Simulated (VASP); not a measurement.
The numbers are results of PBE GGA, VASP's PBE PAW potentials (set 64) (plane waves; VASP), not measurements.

A VASP calculation is set up with these files.

File KPOINTS:
```
Regular mesh
0
G
  11 11 6
0 0 0
```

INCAR:
```
SYSTEM = Be
PREC = Accurate
ENCUT = 300
EDIFF = 1E-6
NELM = 100
ALGO = Normal
LREAL = .FALSE.
LASPH = .TRUE.
ISMEAR = -1
SIGMA = 0.1
GGA = PE
LWAVE = .FALSE.
LCHARG = .FALSE.
ISIF = 3
IBRION = 2
NSW = 50
EDIFFG = -0.01
```

POSCAR:
```
Be
1
    1.1450000000    -1.9831980000     0.0000000000
    1.1450000000     1.9831980000     0.0000000000
    0.0000000000     0.0000000000     3.5800000000
Be
2
Direct
  0.3333330000   0.6666670000   0.2500000000
  0.6666670000   0.3333330000   0.7500000000
```

POTCAR, in this order: Be (PBE.64 set). Program: vasp_std.

What will the output report for the number of irreducible k-points (NKPTS), largest plane-wave count, number of space-group operations, FFT grid (NGX, NGY, NGZ)?

| Property | Result |
|---|---|
| number of irreducible k-points (NKPTS) | 64 |
| largest plane-wave count | 214 |
| number of space-group operations | 24 |
| FFT grid (NGX, NGY, NGZ) | 14 × 14 × 20 |

The structure is a typed Be crystal (P6_3/mmc). This run relaxes it. Symmetry was kept, so distortions that lower it aren't found. The run is one of a series of settings (EDIFFG = -0.01, IBRION = 2, ISIF = 3, NSW = 50 against the base run), some of them coarse on purpose.
